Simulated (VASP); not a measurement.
VASP input:

File POSCAR:
```
CuI
1
    0.0000000000     2.9713053520     2.9713053520
    2.9713053520     0.0000000000     2.9713053520
    2.9713053520     2.9713053520     0.0000000000
Cu I
1 1
Direct
  0.0000000000   0.0000000000   0.0000000000
  0.2500000000   0.2500000000   0.2500000000
```

### KPOINTS
```
Automatic mesh
0
Gamma
8 8 8
0 0 0
```

**INCAR**
```
ALGO=Normal   # blocked Davidson
LASPH=T   # aspherical one-centre terms
ENCUT=500   # plane-wave cut-off (eV)
NSW=40   # most ionic steps
LWAVE=F
ISIF=3   # ions, shape and volume
NELM=100   # most electronic steps
SIGMA=0.05   # width (eV)
PREC=Accurate
SYSTEM=CuI
EDIFFG=-0.02
GGA=PS   # PBEsol
IBRION=2
ISMEAR=0
LMAXMIX=4   # l cut-off of mixed one-centre charges
EDIFF=1E-6   # SCF stop (eV)
LREAL=F   # projection in real space or not
LCHARG=F
```

POTCAR, in this order: Cu I (PBE.64 set). Program: vasp_std.

Q: Translate this PBEsol calculation to Ansatz.

A: One equivalent input (not run):
Ansatz 0.2 input:
```yaml
crystal:
  lattice:
    - [0.0000000, 2.9713054, 2.9713054]
    - [2.9713054, 0.0000000, 2.9713054]
    - [2.9713054, 2.9713054, 0.0000000]
  atoms:
    - { symbol: Cu, position: [0.0000000, 0.0000000, 0.0000000] }
    - { symbol: I, position: [0.2500000, 0.2500000, 0.2500000] }
kpoints:
  mp_grid: { grid: [8, 8, 8] }
hamiltonian:
  xc: pbesol
  pseudopotentials: { kind: paw }
scf:
  occupations: { method: gaussian, width: 0.05 }
  max_iter: 100
relax:
  max_steps: 40
  f_tol: 0.02
  cell: {}
output: { forces: true, stress: true, eigenvalues: true }
```
Limits of the translation: each code has its own PAW files, so the cut-off isn't converted (ENCUT is set for VASP's; basis.ecutwfc is left out, and Ansatz then takes the one that its files recommend); Ansatz stops its SCF on the density residual and VASP on the energy change (EDIFF).

The compound is CuI in the zinc blende structure. This run relaxes it. Symmetry was kept, so distortions that lower it aren't found.
